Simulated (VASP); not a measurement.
## GeP (space group F-43m): computed properties

Method: PBEsol GGA, VASP's PBE PAW potentials (set 64) (plane waves; VASP).

```json
{
  "space_group": "F-43m (216)",
  "cell": "a = b = c = 5.586 Å, α = β = γ = 90.00°",
  "volume_per_atom": "21.79 Å³/atom",
  "band gap (over mesh and band path)": "none (metal, semimetal or under 0.01 eV)",
  "density": "3.95 g/cm³"
}
```

```cif
data_Ge4P4
_chemical_formula_sum 'Ge4 P4'
_space_group_name_H-M_alt 'F-43m'
_space_group_IT_number 216
_space_group_name_Hall 'F -4 2 3'
_cell_length_a 5.58576
_cell_length_b 5.58576
_cell_length_c 5.58576
_cell_angle_alpha 90.000
_cell_angle_beta 90.000
_cell_angle_gamma 90.000
loop_
_atom_site_label
_atom_site_type_symbol
_atom_site_symmetry_multiplicity
_atom_site_Wyckoff_symbol
_atom_site_fract_x
_atom_site_fract_y
_atom_site_fract_z
_atom_site_occupancy
Ge1 Ge 4 a 0.00000 0.00000 0.00000 1
P1 P 4 c 0.25000 0.25000 0.25000 1
```
(The calculation used a cell of 2 atoms; values per cell refer to that cell.)

The structure comes from a computed database's GeP entry (F-43m); how it stands against other phases isn't given here. It was relaxed first, which changed the volume by -7 %. Symmetry was kept, so distortions that lower it aren't found. The electron count is odd and the run is not spin-polarised, which forces a metal.
